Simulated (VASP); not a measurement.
A VASP calculation is set up with these files.

File KPOINTS:
```
Automatic mesh
0
Gamma
10 10 10
0 0 0
```

POSCAR:
```
BeSe
2.5848110
  0.0000000000   0.9999999812   0.9999999812
  0.9999999812   0.0000000000   0.9999999812
  0.9999999812   0.9999999812   0.0000000000
Be Se
1 1
Direct
  0.0000000000   0.0000000000   0.0000000000
  0.2500000000   0.2500000000   0.2500000000
```

### INCAR
```
SYSTEM = BeSe
PREC = Accurate
ENCUT = 520
EDIFF = 1E-7
NELM = 100
ALGO = Normal
LREAL = .FALSE.
LASPH = .TRUE.
ISMEAR = -5
GGA = MK
PARAM1 = 0.1234
PARAM2 = 1.0
LUSE_VDW = .TRUE.
AGGAC = 0.0
LMAXMIX = 4
LWAVE = .FALSE.
LCHARG = .TRUE.
LORBIT = 11
NEDOS = 601
ISIF = 2
```

POTCAR, in this order: Be Se (PBE.64 set). Program: vasp_std.

### Question
Write an equivalent input for Quantum ESPRESSO's pw.x.

### Answer
One equivalent input (not run):
```
&CONTROL
  calculation = 'scf'
  pseudo_dir = './pseudo'
  outdir = './out'
  tprnfor = .true.
  tstress = .true.
/
&SYSTEM
  ibrav = 0
  nat = 2
  ntyp = 2
  ecutwfc = 88
  occupations = 'tetrahedra'
  input_dft = 'vdw-df-ob86'
/
&ELECTRONS
  conv_thr = 7.3e-09
  electron_maxstep = 100
/
ATOMIC_SPECIES
  Be 9.012 Be.upf
  Se 78.971 Se.upf
CELL_PARAMETERS angstrom
     0.0000000    2.5848110    2.5848110
     2.5848110    0.0000000    2.5848110
     2.5848110    2.5848110    0.0000000
ATOMIC_POSITIONS crystal
  Be   0.0000000  0.0000000  0.0000000
  Se   0.2500000  0.2500000  0.2500000
K_POINTS automatic
  10 10 10 0 0 0
```
What does not carry over: the potentials are each code's own (VASP's PAW set, PseudoDojo norm-conserving files in pw.x), so ENCUT and ecutwfc are chosen apart and not converted; conv_thr bounds pw.x's estimated SCF error, while EDIFF bounds the energy change between steps.

The compound is BeSe in the zinc blende structure. It was relaxed first.
